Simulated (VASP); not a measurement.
Data:

```
CELL_PARAMETERS angstrom
      2.10507    -3.64609     0.00000
      2.10507     3.64609     0.00000
      0.00000     0.00000    13.73486
ATOMIC_POSITIONS crystal
  Cd 0.66667 0.33333 0.25057
  Cd 0.33333 0.66667 0.98973
  Cd 0.66667 0.33333 0.75015
  Cd 0.33333 0.66667 0.51110
  Se 0.66667 0.33333 0.44184
  Se 0.33333 0.66667 0.18163
  S  0.66667 0.33333 0.93428
  S  0.33333 0.66667 0.69469
```

These are PBEsol GGA, VASP's PBE PAW potentials (set 64) (plane waves; VASP 6.6.1) values and carry that method's errors. Run with 400 eV cut-off, 7×7×2 Γ-centred mesh, tetrahedra with Blöchl corrections, potentials Cd Se S.

The cores are frozen, which limits the accuracy of field gradients.

Problem. Give the principal components of the electric field gradient (V/Å²) and the asymmetry η at each nucleus.

Solution. 
| atom | Vxx | Vyy | Vzz | η |
|---|---|---|---|---|
| Cd1 | -2.9 | -2.8 | 5.7 | 0.00 |
| Cd2 | -5.2 | -5.2 | 10.4 | 0.00 |
| Cd3 | 1.9 | 1.9 | -3.7 | 0.00 |
| Cd4 | 4.4 | 4.4 | -8.8 | 0.00 |
| Se5 | -14.8 | -14.8 | 29.6 | 0.00 |
| Se6 | -13.1 | -13.1 | 26.2 | 0.00 |
| S7 | 5.0 | 5.0 | -10.1 | 0.00 |
| S8 | 4.3 | 4.3 | -8.7 | 0.00 |

The structure was generated: Cd4S2Se2 was put into an ordered model structure (P3m1), which need not be its known phase. It was relaxed first.
